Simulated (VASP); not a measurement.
# A VASP study of SnSe2 (r2SCAN + rVV10): structure first, properties next, part 6 of 7

Aim: relax SnSe2 with r2SCAN + rVV10, compute its properties on that cell and hold them against experiment. The start is a cell from a database of measured crystal structures.

VASP 6.6.1, plane waves and PAW; the level of theory is named at each step.

Still holding for the runs below: Spin-orbit coupling is off here; with elements this heavy it splits and shifts levels by tenths of an eV or more.

So far, least gap on mesh and path (eV): step 5 (bands along the symmetry lines (r2SCAN + rVV10), r2SCAN with rVV10) 0.921; step 9 (bands along the symmetry lines (r2SCAN + rVV10 + SOC)) 0.889. The relaxed cell has a = 3.829, c = 6.221 Å (conventional setting).

**10. Starting orbitals for the hybrid**

This step: r2SCAN; plane waves and PAW (Sn_d, Se) (VASP 6.6.1).

A hybrid converges badly from random orbitals, so a cheap semilocal run writes a WAVECAR on the same mesh first.

The input, INCAR:

```
SYSTEM = SnSe2
PREC = Accurate
ENCUT = 400
EDIFF = 1E-05
NELM = 100
ISMEAR = 0
SIGMA = 0.05
LREAL = .FALSE.
ALGO = Normal
METAGGA = R2SCAN
LASPH = .TRUE.
NBANDS = 19
LORBIT = 11
LWAVE = .TRUE.
LCHARG = .FALSE.
KPAR = 2
```

The input, POSCAR:

```
SnSe2
1.0
    3.8293282261      0.0000000000      0.0000000000
   -1.9146641130      3.3162955232      0.0000000000
    0.0000000000      0.0000000000      6.2212929374
Sn Se
1 2
Direct
    0.0000000000      0.0000000000      0.0000000000
    0.3333333333      0.6666666667      0.2535250628
    0.6666666667      0.3333333333      0.7464749372
```

The input, KPOINTS:

```
Automatic mesh
0
Gamma
4 4 3
0 0 0
```

The projector-augmented-wave data sets are Sn_d and Se (PBE family, release 64).

Command:

```
$ mpirun -np 2 vasp_std
```

What it wrote:

```text
[banner, memory and clock lines left out]
running    2 mpi-ranks, on    1 nodes
 distrk:  each k-point on    1 cores,    2 groups
 distr:  one band on    1 cores,    1 groups

 POSCAR found type information on POSCAR SnSe
 POSCAR found :  2 types and       3 ions
 [... a notice as in an earlier step ...]

 LDA part: xc-table for (None), standard interpolation
 POSCAR, INCAR and KPOINTS ok, starting setup
 FFT: planning ... GRIDC
 FFT: planning ... GRID_SOFT
 FFT: planning ... GRID
 WAVECAR not read
 entering main loop
       N       E                     dE             d eps       ncg     rms          rms(c)
DAV:   1     0.143842134328E+03    0.14384E+03   -0.10801E+04   351   0.133E+03
DAV:   2    -0.388960167599E+02   -0.18274E+03   -0.17685E+03   391   0.347E+02
DAV:   3    -0.584129627233E+02   -0.19517E+02   -0.19003E+02   429   0.108E+02
DAV:   4    -0.589600545600E+02   -0.54709E+00   -0.54652E+00   425   0.196E+01
DAV:   5    -0.589751181834E+02   -0.15064E-01   -0.15063E-01   476   0.318E+00    0.578E+00
DAV:   6    -0.545068804988E+02    0.44682E+01   -0.16041E+00   404   0.184E+01    0.401E+00
DAV:   7    -0.545149695230E+02   -0.80890E-02   -0.21270E-01   389   0.264E+00    0.141E+00
DAV:   8    -0.545217186628E+02   -0.67491E-02   -0.13074E-02   385   0.111E+00    0.309E-01
DAV:   9    -0.545228447232E+02   -0.11261E-02   -0.21324E-03   392   0.339E-01    0.881E-02
DAV:  10    -0.545229095081E+02   -0.64785E-04   -0.22487E-04   399   0.149E-01    0.428E-02
DAV:  11    -0.545229445784E+02   -0.35070E-04   -0.57719E-05   369   0.597E-02    0.120E-02
DAV:  12    -0.545229472536E+02   -0.26753E-05   -0.66144E-06   222   0.203E-02
   1 F= -.54522947E+02 E0= -.54522947E+02  d E =-.595663E-15
 writing wavefunctions
```

Elapsed: 14 s, on 2 MPI ranks of Intel Xeon 6975P-C (Granite Rapids), shared host; peak memory 0.35 GiB; 26 s of CPU time.

From OUTCAR (step 10):

```text
   k-points           NKPTS =      9   k-points in BZ     NKDIM =      9   number of bands    NBANDS=     19

   NELECT =      26.0000    total number of electrons

 E-fermi :   3.8280

 k-point     1 :       0.0000    0.0000    0.0000
  band No.  band energies     occupation
    ...
      9       3.0578      2.00000
     10       3.0578      2.00000
     11       3.3364      2.00000
     12       3.3364      2.00000
     13       3.5504      2.00000
     14       5.0577      0.00000
     15       7.2125      0.00000
     16       8.6914      0.00000
     17       8.6914      0.00000
     18      12.3320      0.00000
    ...

  Total        0.7094824      0.7094824      0.2256726      0.0000000      0.0000000     -0.0000000
  in kB       14.3878452     14.3878452      4.5764937      0.0000000      0.0000000     -0.0000000
  external PRESSURE =      11.1173947 kB  Pullay stress =       0.0000000 kB

 POSITION                                       TOTAL-FORCE (eV/Angst)
 -----------------------------------------------------------------------------------
      0.00000      0.00000      0.00000        -0.000000      0.000000      0.000000
     -0.00000      2.21086      1.57725         0.000000      0.000000     -0.121263
      1.91466      1.10543      4.64404        -0.000000      0.000000      0.121263
 -----------------------------------------------------------------------------------
    total drift:                               -0.000000     -0.000000      0.000000

  FREE ENERGIE OF THE ION-ELECTRON SYSTEM (eV)
  ---------------------------------------------------
  free  energy   TOTEN  =       -54.5229472536 eV

  energy  without entropy=      -54.5229472536  energy(sigma->0) =      -54.52294725

[... 6 parts as in an earlier step ...]

[... 10 further parts left out ...]
```

A gap read on the k-mesh alone can miss the band edges.

This step gave:

| Item | Value |
| --- | --- |
| SCF cycles | 12 |
| bands | 19 |
| irreducible k-points | 9 |
| free energy (TOTEN) | -54.5229 eV |
| Fermi energy | 3.828 eV |
| pressure | 1.112 GPa |
| valence top at k | 0.25, 0, 0 |
| gap on the k-mesh | 1.037 eV |
| least direct gap on the k-mesh | 1.507 eV |

Force by atom:

| atom | x (eV/Å) | y (eV/Å) | z (eV/Å) | size |
| --- | --- | --- | --- | --- |
| Sn1 | 0.000 | 0.000 | 0.000 | 0.000 |
| Se2 | 0.000 | 0.000 | -0.121 | 0.121 |
| Se3 | 0.000 | 0.000 | 0.121 | 0.121 |

**11. Bands along the symmetry lines (HSE06)**

This step: HSE06; plane waves and PAW (Sn_d, Se) (VASP 6.6.1).

HSE06 mixes in a quarter of exact exchange at short range, at far higher cost; in semiconductors this cures much of the gap error, while metals seldom gain.

The input, INCAR:

```
SYSTEM = SnSe2
PREC = Accurate
ENCUT = 400
EDIFF = 1E-06
NELM = 100
ISMEAR = 0
SIGMA = 0.05
LREAL = .FALSE.
ALGO = Normal
LHFCALC = .TRUE.
AEXX = 0.25
GGA = PE
HFSCREEN = 0.2
LASPH = .TRUE.
NBANDS = 19
PRECFOCK = Fast
LORBIT = 11
LWAVE = .FALSE.
LCHARG = .FALSE.
KPAR = 2
```

POSCAR is that of step 10.

KPOINTS is that of step 10.

The input, KPOINTS_OPT:

```
Line mode
6
Line-mode
Reciprocal
  0.00000000   0.00000000   0.00000000 GAMMA
  0.50000000   0.00000000   0.00000000 M

  0.50000000   0.00000000   0.00000000 M
  0.33333333   0.33333333   0.00000000 K

  0.33333333   0.33333333   0.00000000 K
  0.00000000   0.00000000   0.00000000 GAMMA

  0.00000000   0.00000000   0.00000000 GAMMA
  0.00000000   0.00000000   0.50000000 A

  0.00000000   0.00000000   0.50000000 A
  0.50000000   0.00000000   0.50000000 L

  0.50000000   0.00000000   0.50000000 L
  0.33333333   0.33333333   0.50000000 H

  0.33333333   0.33333333   0.50000000 H
  0.00000000   0.00000000   0.50000000 A

  0.50000000   0.00000000   0.50000000 L
  0.50000000   0.00000000   0.00000000 M

  0.33333333   0.33333333   0.00000000 K
  0.33333333   0.33333333   0.50000000 H
```

The run starts from files that an earlier step left in the folder.

Command:

```
$ mpirun -np 2 vasp_std
```

What it wrote:

```text
[banner, memory and clock lines left out]
running    2 mpi-ranks, on    1 nodes
 distrk:  each k-point on    1 cores,    2 groups
 distr:  one band on    1 cores,    1 groups

 POSCAR found type information on POSCAR SnSe
 POSCAR found :  2 types and       3 ions
 LDA part: xc-table for (Slater+PW92), standard interpolation
 found WAVECAR, reading the header
 POSCAR, INCAR and KPOINTS ok, starting setup
 FFT: planning ... GRIDC
 FFT: planning ... GRID_SOFT
 FFT: planning ... GRID
 reading WAVECAR
 the WAVECAR file was read successfully
 initial charge from wavefunction
 entering main loop
       N       E                     dE             d eps       ncg     rms          rms(c)
DAV:   1    -0.144985665761E+02   -0.14499E+02   -0.54833E-01   374   0.511E+00    0.133E+00
DAV:   2    -0.144992355485E+02   -0.66897E-03   -0.19191E-02   399   0.123E+00    0.832E-01
DAV:   3    -0.144984272277E+02    0.80832E-03   -0.39702E-03   395   0.358E-01    0.461E-01
DAV:   4    -0.144984278536E+02   -0.62584E-06   -0.66960E-04   403   0.185E-01    0.234E-01
DAV:   5    -0.144984111182E+02    0.16735E-04   -0.74951E-05   408   0.927E-02    0.127E-01
DAV:   6    -0.144984095339E+02    0.15843E-05   -0.21646E-05   440   0.439E-02    0.698E-02
DAV:   7    -0.144984112369E+02   -0.17030E-05   -0.41621E-06   381   0.164E-02    0.394E-02
DAV:   8    -0.144984123635E+02   -0.11266E-05   -0.86253E-07   232   0.698E-03    0.225E-02
DAV:   9    -0.144984130866E+02   -0.72316E-06   -0.62783E-07   183   0.637E-03
   1 F= -.14498413E+02 E0= -.14498413E+02  d E =-.328767E-12
 Start KPOINTS_OPT (optional k-point list driver)
k-point batch [1-9\54]
       N       E                     dE             ncg
DAV:   1    -0.312158768350E+02   -0.43583E+04      353
DAV:   2    -0.183892326931E+04   -0.18077E+04      361
DAV:   3    -0.207078961095E+04   -0.23187E+03      373
DAV:   4    -0.208233908367E+04   -0.11549E+02      427
DAV:   5    -0.208266755073E+04   -0.32847E+00      418
DAV:   6    -0.208267423553E+04   -0.66848E-02      465
DAV:   7    -0.208267440990E+04   -0.17437E-03      467
DAV:   8    -0.208267441366E+04   -0.37533E-05      379
DAV:   9    -0.208267441391E+04   -0.25903E-06      293
[...]
k-point batch [46-54\54]
       N       E                     dE             ncg
DAV:   1    -0.131092221685E+03   -0.74169E+04      358
DAV:   2    -0.193048390915E+04   -0.17994E+04      367
DAV:   3    -0.213875551694E+04   -0.20827E+03      408
DAV:   4    -0.214781891799E+04   -0.90634E+01      421
DAV:   5    -0.214803143557E+04   -0.21252E+00      478
DAV:   6    -0.214803590360E+04   -0.44680E-02      460
DAV:   7    -0.214803598142E+04   -0.77823E-04      491
DAV:   8    -0.214803598351E+04   -0.20901E-05      379
DAV:   9    -0.214803598368E+04   -0.17027E-06      296
```

It took 6 min on 2 MPI ranks; peak memory 0.55 GiB; 12 min of CPU time.

OUTCAR, selected parts (step 11):

```text
   k-points           NKPTS =      9   k-points in BZ     NKDIM =     48   number of bands    NBANDS=     19

   NELECT =      26.0000    total number of electrons

  exchange ACFDT corr.  =         0.00000000  see jH, gK, PRB 81, 115126

 E-fermi :   3.5484

 k-point     1 :       0.0000    0.0000    0.0000
  band No.  band energies     occupation
    ...
      9       2.7598      2.00000
     10       2.7598      2.00000
     11       3.0766      2.00000
     12       3.0766      2.00000
     13       3.2530      2.00000
     14       5.1609      0.00000
     15       7.3048      0.00000
     16       8.9894      0.00000
     17       8.9894      0.00000
     18      12.4267      0.00000
    ...

 POSITION                                       TOTAL-FORCE (eV/Angst)
 -----------------------------------------------------------------------------------
      0.00000      0.00000      0.00000        -0.000000      0.000000      0.000000
     -0.00000      2.21086      1.57725        -0.000000      0.000000     -0.329868
      1.91466      1.10543      4.64404         0.000000      0.000000      0.329868
 -----------------------------------------------------------------------------------
    total drift:                               -0.000000      0.000000      0.000002

  FREE ENERGIE OF THE ION-ELECTRON SYSTEM (eV)
  ---------------------------------------------------
  free  energy   TOTEN  =       -14.4984130866 eV

  energy  without entropy=      -14.4984130866  energy(sigma->0) =      -14.49841309

[... 7 parts as in an earlier step ...]

[... 9 further parts left out ...]
```

The k-mesh is coarse for exact exchange; levels may shift by about 0.1 eV on a finer one.

Numbers from this step:

```yaml
scf_cycles: 9
free_energy_toten: -14.50 eV
fermi_energy: 3.548 eV
least_gap_on_mesh_and_path: 1.358 eV
least_direct_gap_on_mesh_and_path: 1.908 eV
valence_top_at_k: 0.06667, 0.06667, 0
```

The electronic bands at the labelled points (eV, zero at the valence-band top; v1 is the highest filled band, c1 the lowest empty one):

| point | v4 | v3 | v2 | v1 | c1 | c2 | c3 | c4 |
| --- | --- | --- | --- | --- | --- | --- | --- | --- |
| Γ | -0.62 | -0.31 | -0.31 | -0.13 | 1.78 | 3.92 | 5.61 | 5.61 |
| 0.60 of the way | -2.84 | -2.21 | -0.47 | -0.13 | 2.40 | 4.86 | 6.37 | 6.71 |
| M | -3.15 | -2.69 | -1.29 | -0.27 | 1.81 | 4.64 | 6.23 | 6.31 |
| 0.60 of the way | -3.53 | -3.09 | -1.54 | -1.36 | 2.11 | 6.59 | 6.61 | 7.46 |
| K | -3.83 | -3.50 | -1.66 | -1.66 | 1.96 | 7.43 | 7.43 | 8.23 |
| 0.60 of the way | -2.92 | -1.07 | -0.86 | -0.05 | 3.08 | 5.44 | 5.61 | 6.44 |
| Γ | -0.62 | -0.31 | -0.31 | -0.13 | 1.78 | 3.92 | 5.61 | 5.61 |
| 0.60 of the way | -0.70 | -0.70 | -0.19 | -0.19 | 2.85 | 3.90 | 5.41 | 5.41 |
| A | -0.73 | -0.73 | -0.14 | -0.14 | 3.27 | 3.84 | 5.32 | 5.32 |
| 0.60 of the way | -2.03 | -2.03 | -1.37 | -0.48 | 2.07 | 5.40 | 6.52 | 6.89 |
| L | -2.50 | -2.14 | -0.88 | -0.70 | 1.42 | 5.04 | 5.65 | 6.67 |
| 0.60 of the way | -3.92 | -3.16 | -0.60 | -0.44 | 2.66 | 5.43 | 5.86 | 6.85 |
| H | -4.41 | -3.90 | -0.42 | -0.42 | 3.17 | 5.45 | 5.45 | 7.07 |
| 0.60 of the way | -2.42 | -1.86 | -0.98 | -0.64 | 2.97 | 5.28 | 6.65 | 6.74 |
| A | -0.73 | -0.73 | -0.14 | -0.14 | 3.27 | 3.84 | 5.32 | 5.32 |
| jump to L | -2.50 | -2.14 | -0.88 | -0.70 | 1.42 | 5.04 | 5.65 | 6.67 |
| 0.60 of the way | -2.87 | -2.63 | -0.99 | -0.42 | 1.52 | 4.80 | 6.48 | 6.60 |
| M | -3.15 | -2.69 | -1.29 | -0.27 | 1.81 | 4.64 | 6.23 | 6.31 |
| jump to K | -3.83 | -3.50 | -1.66 | -1.66 | 1.96 | 7.43 | 7.43 | 8.23 |
| 0.40 of the way | -4.07 | -3.65 | -1.22 | -1.22 | 2.34 | 6.64 | 6.64 | 7.85 |
| H | -4.41 | -3.90 | -0.42 | -0.42 | 3.17 | 5.45 | 5.45 | 7.07 |

The largest weight of each band there:

| point | v4 | v3 | v2 | v1 | c1 | c2 | c3 | c4 |
| --- | --- | --- | --- | --- | --- | --- | --- | --- |
| Γ | Se 0.79 | Se 0.92 | Se 0.92 | Se 0.87 | Se 0.54 | Sn 0.58 | Sn 0.71 | Sn 0.71 |
| M | Se 0.77 | Se 0.69 | Se 0.88 | Se 0.92 | Se 0.55 | Sn 0.57 | Se 0.65 | Sn 0.60 |
| K | Se 0.68 | Se 0.64 | Se 0.93 | Se 0.93 | Se 0.55 | Se 0.60 | Se 0.60 | Sn 0.51 |
| Γ | Se 0.79 | Se 0.92 | Se 0.92 | Se 0.87 | Se 0.54 | Sn 0.58 | Sn 0.71 | Sn 0.71 |
| A | Se 0.80 | Se 0.80 | Se 0.91 | Se 0.91 | Se 0.57 | Sn 0.64 | Sn 0.74 | Sn 0.74 |
| L | Se 0.67 | Se 0.74 | Se 0.91 | Se 0.93 | Se 0.53 | Se 0.67 | Sn 0.64 | Sn 0.50 |

The electronic bands as a text plot (rows in eV, shown from -7.8 to 5.3 only):

```
    5.0 | +  ++  +          ++    ++ ++ +++++   ++  ++  ++++
    4.5 | +++  ++           ++      +                 ++    +
    3.9 |+                    ++++++                    +
    3.4 |                         +++          +      +++
    2.9 |  ++           ++++++   +   ++      ++ ++++++         ++
    2.3 | +  ++   ++  ++        +      +    +                ++
    1.8 |+     +++  ++        ++        ++ +               ++
    1.2 |                                 +              ++
    0.7 |
    0.1 |******           *****   ***                   *
   -0.4 |*   *****      **  ******  **************  **** ****   *
   -1.0 | *    *  *   **  **    * ***   ****      ****  ****  **
   -1.5 | ***   ******  **  **   *  ****              **    **
   -2.1 |  ****       ****  **    **********        ******
   -2.6 |    *****    **             ** *****     ****   ****
   -3.2 |  **  ******     **                **  ******      *
   -3.7 |          *******                   ***             ****
   -4.3 |    ***  *** **               *      ******          ***
   -4.8 |       **                      **  *** **        ***
   -5.4 |                         **      **            **
   -5.9 |                        *  ***             ****
   -6.5 |****             *******      *
   -7.0 |    **         **                        **
   -7.6 |      *********                **********       ********
         Γ      M    K        Γ   A       L    H       A|L M|K  H
```

Force by atom:

| atom | x (eV/Å) | y (eV/Å) | z (eV/Å) | size |
| --- | --- | --- | --- | --- |
| Sn1 | 0.000 | 0.000 | 0.000 | 0.000 |
| Se2 | 0.000 | 0.000 | -0.330 | 0.330 |
| Se3 | 0.000 | 0.000 | 0.330 | 0.330 |

The gap moves by +0.44 eV against r2SCAN with rVV10, which ran on another mesh.

(Part 6 of 7 ends here.)

[Lines on the potential files, build, host, timing and source positions are cut from VASP's logs without a mark.]

[Logs are printed without paths, hosts, clocks, repeated set-up lines and the standing remarks that a program may print on its own settings, such as how far it seeks lower states.]

[Hosts, paths, dates, database ids (printed as entryN), source tags and the programs' standing remarks are cut or masked in the printed files.]

[Measured values are set beside computed ones only where the two were judged alike; some that the calculation misses by far are left out.]
